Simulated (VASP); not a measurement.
Output of a VASP run:

OSZICAR:
```
       N       E                     dE             d eps       ncg     rms          rms(c)
DAV:   1     0.724183966660E+03    0.72418E+03   -0.28006E+04  1680   0.232E+03
DAV:   2     0.617999041549E+02   -0.66238E+03   -0.64110E+03  1716   0.630E+02
DAV:   3    -0.683874233717E+02   -0.13019E+03   -0.12537E+03  2704   0.229E+02
DAV:   4    -0.745907964932E+02   -0.62034E+01   -0.61946E+01  2276   0.541E+01
DAV:   5    -0.748188457569E+02   -0.22805E+00   -0.22799E+00  2364   0.928E+00    0.361E+01
DAV:   6    -0.588492648441E+02    0.15970E+02   -0.10779E+02  2052   0.108E+02    0.125E+01
DAV:   7    -0.586238378362E+02    0.22543E+00   -0.13431E+01  2204   0.306E+01    0.916E+00
DAV:   8    -0.586453850126E+02   -0.21547E-01   -0.26489E+00  2104   0.162E+01    0.333E+00
DAV:   9    -0.585378539341E+02    0.10753E+00   -0.12115E+00  2152   0.108E+01    0.122E+00
DAV:  10    -0.585396327279E+02   -0.17788E-02   -0.10323E-01  2096   0.258E+00    0.256E-01
DAV:  11    -0.585392080982E+02    0.42463E-03   -0.97269E-03  2232   0.772E-01    0.625E-02
DAV:  12    -0.585392316661E+02   -0.23568E-04   -0.58740E-04  2228   0.237E-01    0.508E-02
DAV:  13    -0.585392220520E+02    0.96141E-05   -0.13997E-04  2380   0.940E-02    0.948E-03
DAV:  14    -0.585392214737E+02    0.57831E-06   -0.66969E-06  1964   0.231E-02
   1 F= -.51490627E+02 E0= -.51490627E+02  d E =-.514906E+02
```

OUTCAR:
```
------------------------ aborting loop because EDIFF is reached ----------------------------------------
  FORCE on cell =-STRESS in cart. coord.  units (eV):
  Direction    XX          YY          ZZ          XY          YZ          ZX
  --------------------------------------------------------------------------------------
  Total        7.0151705      7.0151705      7.0834279      0.0000000      0.0000000      0.0000000
  in kB      199.0516251    199.0516251    200.9883890      0.0000000      0.0000000      0.0000000
  external PRESSURE =      -0.3027869 kB  Pullay stress =     200.0000000 kB
  volume of cell :       56.47
      direct lattice vectors                 reciprocal lattice vectors
     4.429854911  0.000000000  0.000000000     0.225741028  0.000000000  0.000000000
     0.000000000  4.429854911  0.000000000     0.000000000  0.225741028  0.000000000
     0.000000000  0.000000000  2.877425471     0.000000000  0.000000000  0.347532894
 POSITION                                       TOTAL-FORCE (eV/Angst)
 -----------------------------------------------------------------------------------
      0.00000      0.00000      0.00000        -0.000000      0.000000     -0.000000
      2.21493      2.21493      1.43871        -0.000000      0.000000     -0.000000
      1.33802      1.33802      0.00000         0.009385      0.009385      0.000000
      3.55295      0.87690      1.43871         0.009385     -0.009385     -0.000000
      0.87690      3.55295      1.43871        -0.009385      0.009385     -0.000000
      3.09183      3.09183      0.00000        -0.009385     -0.009385     -0.000000
 -----------------------------------------------------------------------------------
    total drift:                                0.000000      0.000000      0.000000
  FREE ENERGIE OF THE ION-ELECTRON SYSTEM (eV)
  ---------------------------------------------------
  free  energy   TOTEN  =       -58.5392214737 eV

  energy  without entropy=      -58.5392214737  energy(sigma->0) =      -58.53922147
  enthalpy is  TOTEN    =       -51.4906273863 eV   P V=        7.0485940874

 reached required accuracy - stopping structural energy minimisation
```
(Selected blocks of OUTCAR.)

**POSCAR**
```
TiO2
1
    4.4298549108     0.0000000000     0.0000000000
    0.0000000000     4.4298549108     0.0000000000
    0.0000000000     0.0000000000     2.8774254706
Ti O
2 4
Direct
  0.0000000000   0.0000000000   0.0000000000
  0.5000000000   0.5000000000   0.5000000000
  0.3020466188   0.3020466188   0.0000000000
  0.8020466188   0.1979533812   0.5000000000
  0.1979533812   0.8020466188   0.5000000000
  0.6979533812   0.6979533812   0.0000000000
```

Reconstruct the remaining input files.

One answer among several that fit: the input of the run itself, LDA (Ceperley-Alder, Perdew-Zunger), plane waves, VASP's LDA PAW potentials (set 64).

KPOINTS:
```
Automatic mesh
0
gamma
5 5 8
```

INCAR:
```
ALGO = Normal
EDIFF = 1E-6
EDIFFG = -0.02
ENCUT = 620
IBRION = 2
ISIF = 3
ISMEAR = 0
LASPH = T
LCHARG = F
LMAXMIX = 4
LREAL = F
LWAVE = F
NELM = 100
NSW = 40
PREC = Accurate
PSTRESS = 200
SIGMA = 0.05
SYSTEM = TiO2
```

POTCAR, in this order: Ti_sv O (LDA.64 set). Program: vasp_std.

The compound is TiO2 in the rutile structure. It was relaxed first under an external pressure of 20 GPa.
